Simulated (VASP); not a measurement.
# A vacancy on the Sn site in a supercell of Nb3Sn, part 3 of 4

How easily does a vacancy on the Sn site form in Nb3Sn? The host is relaxed first, then a supercell is run with and without the defect. The start is a cell from a database of measured crystal structures.

VASP 6.6.1, plane waves and PAW; the level of theory is named at each step.

So far. Step 2 (Relaxing the host crystal): The run ended after 3 ionic steps, 0.047 eV below its first step, once forces and stress met EDIFFG = -0.02. Step 3 (The perfect supercell): The host is treated as a metal, as its relaxation found a gap under 0.3 eV or none, and only the neutral defect is run.

### 4. Reference Sn

This step: r2SCAN; plane waves and PAW (Sn) (VASP 6.6.1).

System of this step: Sn. The structure is tetragonal, space group I4_1/amd (No. 141). The conventional cell has a = 5.820 Å, b = 5.820 Å, c = 3.178 Å, α = 90.00°, β = 90.00°, γ = 90.00°. Nearest to Sn lie 6 Sn at 3.02 to 3.18 Å.

The reference for Sn is its crystal, relaxed at the cutoff of the large cell.

Input file INCAR:

```
SYSTEM = Sn
PREC = Normal
ENCUT = 300
EDIFF = 1E-05
NELM = 120
ISMEAR = 1
SIGMA = 0.1
LREAL = Auto
ALGO = Normal
METAGGA = R2SCAN
LASPH = .TRUE.
NBANDS = 10
LORBIT = 11
LWAVE = .FALSE.
LCHARG = .FALSE.
KPAR = 4
IBRION = 2
NSW = 25
ISIF = 3
EDIFFG = -0.02
POTIM = 0.4
```

Input file POSCAR:

```
Sn
1.0
   -2.9100000000      2.9100000000      1.5888600000
    2.9100000000     -2.9100000000      1.5888600000
    2.9100000000      2.9100000000     -1.5888600000
Sn
2
Direct
    0.0000000000      0.0000000000      0.0000000000
    0.2500000000      0.7500000000      0.5000000000
```

Input file KPOINTS:

```
Automatic mesh
0
Gamma
10 10 10
0 0 0
```

Potentials, in the order of the species: Sn (PBE family, release 64).

Command:

```
mpirun -np 4 vasp_std
```

Log:

```text
[banner, memory and clock lines left out]
running    4 mpi-ranks, on    1 nodes
 distrk:  each k-point on    1 cores,    4 groups
 distr:  one band on    1 cores,    1 groups

 POSCAR found type information on POSCAR Sn
 POSCAR found :  1 types and       2 ions
|                                                                             |
|               ----> ADVICE to this user running VASP <----                  |
|                                                                             |
|     You have a (more or less) 'small supercell' and for smaller cells       |
|     it is recommended to use the reciprocal-space projection scheme!        |
|     The real-space optimization is not efficient for small cells and it     |
|     is also less accurate ...                                               |
|     Therefore, set LREAL=.FALSE. in the INCAR file.                         |
|                                                                             |

 [... a notice as in an earlier step ...]

 LDA part: xc-table for (None), standard interpolation
 POSCAR, INCAR and KPOINTS ok, starting setup
 FFT: planning ... GRIDC
 FFT: planning ... GRID_SOFT
 FFT: planning ... GRID
 WAVECAR not read
 entering main loop
       N       E                     dE             d eps       ncg     rms          rms(c)
DAV:   1    -0.340850416157E+02   -0.34085E+02   -0.21995E+03  2040   0.395E+02
DAV:   2    -0.493093906675E+02   -0.15224E+02   -0.14728E+02  2990   0.636E+01
DAV:   3    -0.496811874262E+02   -0.37180E+00   -0.37027E+00  2568   0.101E+01
DAV:   4    -0.496824698779E+02   -0.12825E-02   -0.12823E-02  2498   0.725E-01
DAV:   5    -0.496824743801E+02   -0.45022E-05   -0.45023E-05  2448   0.417E-02    0.234E+00
DAV:   6    -0.492409621483E+02    0.44151E+00   -0.14434E-01  2178   0.260E+00    0.160E+00
DAV:   7    -0.492501780758E+02   -0.92159E-02   -0.31620E-02  2408   0.121E+00    0.386E-01
DAV:   8    -0.492493978013E+02    0.78027E-03   -0.94733E-04  2312   0.218E-01    0.701E-02
DAV:   9    -0.492495567949E+02   -0.15899E-03   -0.16935E-04  2316   0.951E-02    0.223E-02
DAV:  10    -0.492495655707E+02   -0.87758E-05   -0.56207E-06  1558   0.169E-02
   1 F= -.49249566E+02 E0= -.49249431E+02  d E =-.492496E+02
 curvature:   0.00 expect dE= 0.000E+00 dE for cont linesearch  0.000E+00
 trial: gam= 0.00000 g(F)=  0.724E-47 g(S)=  0.140E-01 ort = 0.000E+00 (trialstep = 0.100E+01)
 search vector abs. value=  0.140E-01
 bond charge predicted
       N       E                     dE             d eps       ncg     rms          rms(c)
DAV:   1    -0.492583262454E+02   -0.87695E-02   -0.21351E-01  2264   0.230E+00    0.294E-01
DAV:   2    -0.492570272903E+02    0.12990E-02   -0.38329E-03  2312   0.382E-01    0.167E-01
DAV:   3    -0.492558603274E+02    0.11670E-02   -0.20337E-03  2144   0.275E-01    0.236E-02
DAV:   4    -0.492558750025E+02   -0.14675E-04   -0.30574E-05  2422   0.380E-02    0.180E-02
DAV:   5    -0.492558827305E+02   -0.77280E-05   -0.16745E-05  1966   0.271E-02
   2 F= -.49255883E+02 E0= -.49255935E+02  d E =-.631716E-02
[... from here on, the cycles between the ionic steps are left out ...]
   3 F= -.49255950E+02 E0= -.49255988E+02  d E =-.638428E-02
   4 F= -.49256804E+02 E0= -.49256893E+02  d E =-.853864E-03
   5 F= -.49257122E+02 E0= -.49257306E+02  d E =-.117216E-02
   6 F= -.49257556E+02 E0= -.49257701E+02  d E =-.160613E-02
   7 F= -.49257595E+02 E0= -.49257755E+02  d E =-.164493E-02
   8 F= -.49257636E+02 E0= -.49257789E+02  d E =-.168631E-02
   9 F= -.49257639E+02 E0= -.49257793E+02  d E =-.168936E-02
  10 F= -.49257639E+02 E0= -.49257793E+02  d E =-.168868E-02
  11 F= -.49257579E+02 E0= -.49257738E+02  d E =0.599583E-04
 trial-energy change:    0.000060  1 .order    0.000008   -0.000175    0.000191
 step:   0.4009(harm=  0.6396)  dis= 0.00000  next Energy=   -49.257663 (dE=-0.248E-04)
 bond charge predicted
       N       E                     dE             d eps       ncg     rms          rms(c)
DAV:   1    -0.492576792935E+02   -0.10160E-03   -0.18650E-03  2194   0.219E-01    0.275E-02
DAV:   2    -0.492576671683E+02    0.12125E-04   -0.30679E-05  2250   0.349E-02    0.157E-02
DAV:   3    -0.492576541812E+02    0.12987E-04   -0.17720E-05  1868   0.259E-02    0.216E-03
DAV:   4    -0.492576539708E+02    0.21039E-06   -0.27109E-07  1038   0.370E-03
  12 F= -.49257654E+02 E0= -.49257810E+02  d E =-.154397E-04
 curvature:  -0.29 expect dE=-0.514E-05 dE for cont linesearch -0.156E-05
 trial: gam= 0.00000 g(F)=  0.177E-44 g(S)=  0.180E-04 ort =-0.269E-04 (trialstep = 0.115E+01)
 search vector abs. value=  0.180E-04
 reached required accuracy - stopping structural energy minimisation
```

It took 2.2 min on 4 MPI ranks of Intel Xeon Platinum 8488C (Sapphire Rapids), shared host; peak memory 0.6 GiB; 9 min of CPU time.

Parts of OUTCAR (step 4):

```text
  LATTYP: Found a body centered tetragonal cell.
 ALAT       =     5.8200000000
 C/A-ratio  =     0.5460000000

 Subroutine GETGRP returns: Found 16 space group operations
 (whereof  8 operations were pure point group operations)

The static configuration has the point symmetry D_2d.
 The point group associated with its full space group is D_4h.

 Found    102 irreducible k-points:

   k-points           NKPTS =    102   k-points in BZ     NKDIM =    102   number of bands    NBANDS=     10

   dimension x,y,z NGX =    20 NGY =   20 NGZ =   20
   dimension x,y,z NGXF=    40 NGYF=   40 NGZF=   40

   ENCUT  =  300.0 eV  22.05 Ry    4.70 a.u.   6.23  6.23  6.23*2*pi/ulx,y,z

   NELECT =       8.0000    total number of electrons

 E-fermi :   5.0972

 k-point     1 :       0.0000    0.0000    0.0000
  band No.  band energies     occupation
      1      -6.5074      2.00000
      2       1.1711      2.00000
      3       2.8791      2.00000
      4       2.8791      2.00000
      5       8.3806      0.00000
      6      11.3968      0.00000
      7      11.3968      0.00000
      8      12.5048      0.00000
      9      12.6176      0.00000
    ...

 k-point     2 :       0.1000    0.0000   -0.0000
  band No.  band energies     occupation
      1      -6.2956      2.00000
      2       0.9149      2.00000
      3       2.9140      2.00000
      4       3.5392      2.00000
      5       8.7168      0.00000
      6      10.4355      0.00000
      7      10.9168      0.00000
      8      11.2332      0.00000
      9      11.4210      0.00000
    ...

  Total       -0.0021305     -0.0021305      0.0303699      0.0000000      0.0000000      0.0000000
  in kB       -0.0620003     -0.0620003      0.8838231      0.0000000      0.0000000      0.0000000
  external PRESSURE =       0.2532742 kB  Pullay stress =       0.0000000 kB

  energy-cutoff  :      300.00
  volume of cell :       55.05
      direct lattice vectors                 reciprocal lattice vectors
    -2.952843876  2.952843876  1.578513459     0.000000000  0.169328289  0.316753713
     2.952843876 -2.952843876  1.578513459     0.169328289  0.000000000  0.316753713
     2.952843876  2.952843876 -1.578513459     0.169328289  0.169328289  0.000000000

 POSITION                                       TOTAL-FORCE (eV/Angst)
 -----------------------------------------------------------------------------------
      0.00000      0.00000      0.00000        -0.000000      0.000000     -0.000000
      2.95284      0.00000      0.78926         0.000000     -0.000000      0.000000
 -----------------------------------------------------------------------------------
    total drift:                                0.000000      0.000000      0.000000

  FREE ENERGIE OF THE ION-ELECTRON SYSTEM (eV)
  ---------------------------------------------------
  free  energy   TOTEN  =       -49.2576539708 eV

  energy  without entropy=      -49.2581230973  energy(sigma->0) =      -49.25781035

 total charge
# of ion       s       p       d       tot
------------------------------------------
    1        1.429   1.475   0.109   3.012
    2        1.429   1.475   0.109   3.012
--------------------------------------------------
tot          2.858   2.949   0.217   6.024

[... 1 part as in an earlier step ...]

[... 7 further parts left out ...]
```

The run keeps the 16 symmetry operations of its start, so it cannot find a distortion of lower symmetry.

The steps of the relaxation:

```tsv
step	energy less that of the first step (eV)	largest force (eV/Å)	pressure (GPa)	volume (Å³)
1	0.0000	0.0000	1.40	53.82
2	-0.0063	0.0000	-0.25	55.29
3	-0.0064	0.0000	-0.11	55.16
4	-0.0072	0.0000	-0.12	55.14
5	-0.0076	0.0000	-0.05	55.10
6	-0.0080	0.0000	-0.11	55.12
7	-0.0080	0.0000	-0.10	55.11
8	-0.0081	0.0000	-0.11	55.12
9	-0.0081	0.0000	-0.14	55.12
10	-0.0081	0.0000	-0.14	55.12
11	-0.0080	0.0000	0.15	54.91
12	-0.0081	0.0000	0.03	55.05
```

```tsv
conventional cell, symmetrised	before	after	change
a (Å)	5.820	5.906	+1.5 %
b (Å)	5.820	5.906	+1.5 %
c (Å)	3.178	3.157	-0.7 %
volume (Å³/atom)	26.91	27.53	+2.3 %
```

Final coordinates:

```cif
data_structure
_symmetry_space_group_name_H-M 'P 1'
_symmetry_Int_Tables_number 1
_cell_length_a 4.4643
_cell_length_b 4.4643
_cell_length_c 4.4643
_cell_angle_alpha 97.182
_cell_angle_beta 97.182
_cell_angle_gamma 138.587
_cell_volume 55.05
loop_
_atom_site_label
_atom_site_type_symbol
_atom_site_fract_x
_atom_site_fract_y
_atom_site_fract_z
_atom_site_occupancy
Sn1 Sn 0.00000 0.00000 0.00000 1
Sn2 Sn 0.25000 0.75000 0.50000 1
```

Numbers from this step:

```yaml
electronic_cycles: 49
electrons: 8
free_energy_toten: -49.26 eV
energy_at_zero_smearing: -49.26 eV
fermi_energy: 5.097 eV
```

The run ended after 12 ionic steps, 0.008 eV below its first step, once forces and stress met EDIFFG = -0.02.

Energy at zero smearing: -49.25781 eV.

### 5. Reference Nb

This step: r2SCAN; plane waves and PAW (Nb_pv) (VASP 6.6.1).

System of this step: Nb. The structure is cubic, space group Im-3m (No. 229). The conventional cell has a = 3.300 Å, b = 3.300 Å, c = 3.300 Å, α = 90.00°, β = 90.00°, γ = 90.00°. Nearest to Nb lie 8 Nb at 2.86 Å.

Nb is not exchanged here; its energy serves the host's formation enthalpy.

Edit INCAR of step 4 so:

```diff
@@ -1,2 +1,2 @@
-SYSTEM = Sn
+SYSTEM = Nb
 PREC = Normal
@@ -11,3 +11,3 @@
 LASPH = .TRUE.
-NBANDS = 10
+NBANDS = 11
 LORBIT = 11
```

Input file POSCAR:

```
Nb
1.0
   -1.6500000000      1.6500000000      1.6500000000
    1.6500000000     -1.6500000000      1.6500000000
    1.6500000000      1.6500000000     -1.6500000000
Nb
1
Direct
    0.0000000000      0.0000000000      0.0000000000
```

Input file KPOINTS:

```
Automatic mesh
0
Gamma
11 11 11
0 0 0
```

Potentials, in the order of the species: Nb_pv (PBE family, release 64).

Command:

```
mpirun -np 4 vasp_std
```

Log:

```text
[banner, memory and clock lines left out]
running    4 mpi-ranks, on    1 nodes
 distrk:  each k-point on    1 cores,    4 groups
 distr:  one band on    1 cores,    1 groups

 POSCAR found type information on POSCAR Nb
 POSCAR found :  1 types and       1 ions
 [... a notice as in an earlier step ...]

 [... a notice as in an earlier step ...]

 LDA part: xc-table for (None), standard interpolation
 POSCAR, INCAR and KPOINTS ok, starting setup
 FFT: planning ... GRIDC
 FFT: planning ... GRID_SOFT
 FFT: planning ... GRID
 WAVECAR not read
 entering main loop
       N       E                     dE             d eps       ncg     rms          rms(c)
DAV:   1     0.234999776072E+02    0.23500E+02   -0.47255E+03  1427   0.693E+02
DAV:   2    -0.269473457366E+02   -0.50447E+02   -0.47826E+02  1277   0.237E+02
DAV:   3    -0.279735145050E+02   -0.10262E+01   -0.99419E+00  1814   0.356E+01
DAV:   4    -0.279795933758E+02   -0.60789E-02   -0.60533E-02  1617   0.188E+00
DAV:   5    -0.279796345459E+02   -0.41170E-04   -0.41162E-04  1503   0.152E-01    0.260E+01
DAV:   6    -0.247543396119E+02    0.32253E+01   -0.14979E+00  1929   0.201E+01    0.802E+00
DAV:   7    -0.247081641761E+02    0.46175E-01   -0.12247E-01  1953   0.544E+00    0.167E+00
DAV:   8    -0.247081960570E+02   -0.31881E-04   -0.17403E-02  1908   0.192E+00    0.747E-01
DAV:   9    -0.247080274140E+02    0.16864E-03   -0.43860E-03  1878   0.943E-01    0.232E-01
DAV:  10    -0.247079307236E+02    0.96690E-04   -0.14113E-04  1905   0.184E-01    0.379E-02
DAV:  11    -0.247079304746E+02    0.24897E-06   -0.21908E-05  1232   0.685E-02
   1 F= -.24707930E+02 E0= -.24707744E+02  d E =-.247079E+02
 curvature:   0.00 expect dE= 0.000E+00 dE for cont linesearch  0.000E+00
 trial: gam= 0.00000 g(F)=  0.123E-60 g(S)=  0.204E-01 ort = 0.000E+00 (trialstep = 0.100E+01)
 search vector abs. value=  0.204E-01
 bond charge predicted
       N       E                     dE             d eps       ncg     rms          rms(c)
DAV:   1    -0.248674952789E+02   -0.15956E+00   -0.36955E+00  1267   0.254E+01    0.561E+00
DAV:   2    -0.247231048841E+02    0.14439E+00   -0.19766E-01  1875   0.713E+00    0.116E+00
DAV:   3    -0.247019376091E+02    0.21167E-01   -0.44595E-02  1941   0.335E+00    0.795E-01
DAV:   4    -0.247024365460E+02   -0.49894E-03   -0.27003E-03  1788   0.862E-01    0.205E-01
DAV:   5    -0.247024211653E+02    0.15381E-04   -0.14509E-04  1890   0.173E-01    0.102E-02
DAV:   6    -0.247024437760E+02   -0.22611E-04   -0.19628E-06   745   0.127E-02    0.355E-03
DAV:   7    -0.247024508219E+02   -0.70459E-05   -0.35940E-07   661   0.692E-03
   2 F= -.24702451E+02 E0= -.24702384E+02  d E =0.547965E-02
 trial-energy change:    0.005480  1 .order    0.004874   -0.020413    0.030161
 step:   0.3866(harm=  0.4036)  dis= 0.00000  next Energy=   -24.711841 (dE=-0.391E-02)
 bond charge predicted
       N       E                     dE             d eps       ncg     rms          rms(c)
DAV:   1    -0.247727982847E+02   -0.70355E-01   -0.13341E+00  1323   0.149E+01    0.365E+00
DAV:   2    -0.247201486370E+02    0.52650E-01   -0.65265E-02  1869   0.425E+00    0.719E-01
DAV:   3    -0.247112472516E+02    0.89014E-02   -0.18031E-02  1953   0.216E+00    0.574E-01
DAV:   4    -0.247116516110E+02   -0.40436E-03   -0.84186E-04  1850   0.488E-01    0.160E-01
DAV:   5    -0.247116962139E+02   -0.44603E-04   -0.19536E-05  1273   0.453E-02    0.109E-02
DAV:   6    -0.247116863041E+02    0.99098E-05   -0.60860E-07   655   0.882E-03
   3 F= -.24711686E+02 E0= -.24711650E+02  d E =-.375583E-02
 curvature:  -0.20 expect dE=-0.321E-05 dE for cont linesearch -0.321E-05
 trial: gam= 0.00000 g(F)=  0.262E-63 g(S)=  0.159E-04 ort =-0.570E-03 (trialstep = 0.877E+00)
 search vector abs. value=  0.159E-04
 reached required accuracy - stopping structural energy minimisation
```

Elapsed: 13 s, on 4 MPI ranks; peak memory 0.41 GiB; 49 s of CPU time.

Parts of OUTCAR (step 5):

```text
   k-points           NKPTS =     56   k-points in BZ     NKDIM =     56   number of bands    NBANDS=     11

   ENCUT  =  300.0 eV  22.05 Ry    4.70 a.u.   4.04  4.04  4.04*2*pi/ulx,y,z

   NELECT =      11.0000    total number of electrons

 E-fermi :   4.7752

 k-point     1 :       0.0000    0.0000    0.0000
  band No.  band energies     occupation
      1     -25.9729      2.00000
      2     -25.9728      2.00000
      3     -25.9728      2.00000
      4      -1.4646      2.00000
      5       5.2346     -0.00000
      6       5.2347     -0.00000
      7       5.2347     -0.00000
      8       8.3062      0.00000
      9       8.3062      0.00000
    ...

  Total       -0.0117273     -0.0117273     -0.0117273      0.0000000     -0.0000000     -0.0000000
  in kB       -1.0262689     -1.0262689     -1.0262689      0.0000000     -0.0000000     -0.0000000
  external PRESSURE =      -1.0262689 kB  Pullay stress =       0.0000000 kB

 POSITION                                       TOTAL-FORCE (eV/Angst)
 -----------------------------------------------------------------------------------
     -0.00000      0.00000      0.00000         0.000000     -0.000000      0.000000
 -----------------------------------------------------------------------------------
    total drift:                               -0.000000      0.000000     -0.000000

  FREE ENERGIE OF THE ION-ELECTRON SYSTEM (eV)
  ---------------------------------------------------
  free  energy   TOTEN  =       -24.7116863041 eV

  energy  without entropy=      -24.7115766027  energy(sigma->0) =      -24.71164974

[... 1 part as in an earlier step ...]

[... 15 further parts left out ...]
```

CONTCAR:

```
Nb
   1.00000000000000
    -1.6603368803624861    1.6603368803624861    1.6603368803624861
     1.6603368803624861   -1.6603368803624861    1.6603368803624861
     1.6603368803624861    1.6603368803624861   -1.6603368803624861
  Nb
     1
Direct
     0.0000000000000000    0.0000000000000000    0.0000000000000000
```

This run has no spin polarisation. Its electron count is odd, so without a moment it is a metal by construction.

Relaxation path:

```tsv
step	energy less that of the first step (eV)	largest force (eV/Å)	pressure (GPa)	volume (Å³)
1	0.0000	0.0000	3.74	17.97
2	0.0055	0.0000	-5.27	18.86
3	-0.0038	0.0000	-0.10	18.31
```

```tsv
conventional cell, symmetrised	before	after	change
a (Å)	3.300	3.321	+0.6 %
b (Å)	3.300	3.321	+0.6 %
c (Å)	3.300	3.321	+0.6 %
volume (Å³/atom)	17.97	18.31	+1.9 %
```

The relaxed structure:

```xyz
1
Lattice="-1.6603 1.6603 1.6603 1.6603 -1.6603 1.6603 1.6603 1.6603 -1.6603" Properties=species:S:1:pos:R:3 pbc="T T T"
Nb    0.0000    0.0000    0.0000
```

Numbers from this step:

- electronic cycles: 24
- electrons: 11
- free energy (TOTEN): -24.71 eV
- Fermi energy: 4.775 eV

The run ended after 3 ionic steps, 0.004 eV below its first step, once forces and stress met EDIFFG = -0.02.

Energy at zero smearing: -24.71165 eV.

[end of part 3 of 4]

[Lines on the potential files, build, host, timing and source positions are cut from VASP's logs without a mark.]

[Logs are printed without paths, hosts, clocks, repeated set-up lines and the standing remarks that a program may print on its own settings, such as how far it seeks lower states.]

[Hosts, paths, dates, database ids (printed as entryN), source tags and the programs' standing remarks are cut or masked in the printed files.]

[In band tables of VASP the shares of atoms and orbitals are scaled to a sum of 1 inside the atoms' spheres.]

[Runs that stopped without an error message from VASP are left out.]
